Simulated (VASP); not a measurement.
A VASP calculation is set up with these files.

File POSCAR:
```
LiBr
1.0
  0.0000000000   2.7071717881   2.7071717881
  2.7071717881   0.0000000000   2.7071717881
  2.7071717881   2.7071717881   0.0000000000
Li Br
1 1
Cart
  0.0000000000   0.0000000000   0.0000000000
  2.7071717881   2.7071717881   2.7071717881
```

### KPOINTS
```
Automatic mesh
0
Gamma
8 8 8
0 0 0
```

INCAR:
```
# general
SYSTEM  = LiBr
PREC    = Accurate
ENCUT   = 620
LREAL   = .FALSE.
LASPH   = .TRUE.

# electronic loop
EDIFF   = 1E-6
NELM    = 100
ALGO    = Normal
LMAXMIX = 4

# smearing
ISMEAR  = 0
SIGMA   = 0.05

# functional
GGA     = PS

# ions
IBRION  = 2
NSW     = 40
ISIF    = 3
EDIFFG  = -0.02

# output
LWAVE   = .FALSE.
LCHARG  = .FALSE.
```

POTCAR, in this order: Li_sv Br (PBE.64 set). Program: vasp_std.

### Question
Translate this PBEsol calculation to Ansatz.

### Answer
One equivalent input (not run):
Ansatz 0.2 input:
```yaml
crystal:
  lattice:
    - [0.0000000, 2.7071718, 2.7071718]
    - [2.7071718, 0.0000000, 2.7071718]
    - [2.7071718, 2.7071718, 0.0000000]
  atoms:
    - { symbol: Li, position: [0.0000000, 0.0000000, 0.0000000] }
    - { symbol: Br, position: [0.5000000, 0.5000000, 0.5000000] }
kpoints:
  mp_grid: { grid: [8, 8, 8] }
hamiltonian:
  xc: pbesol
  pseudopotentials: { kind: paw }
scf:
  occupations: { method: gaussian, width: 0.05 }
  max_iter: 100
relax:
  max_steps: 40
  f_tol: 0.02
  cell: {}
output: { forces: true, stress: true, eigenvalues: true }
```
Limits of the translation: each code has its own PAW files, so the cut-off isn't converted (ENCUT is set for VASP's; basis.ecutwfc is left out, and Ansatz then takes the one that its files recommend); Ansatz stops its SCF on the density residual and VASP on the energy change (EDIFF).

The compound is LiBr in the rock salt structure. It was relaxed first.
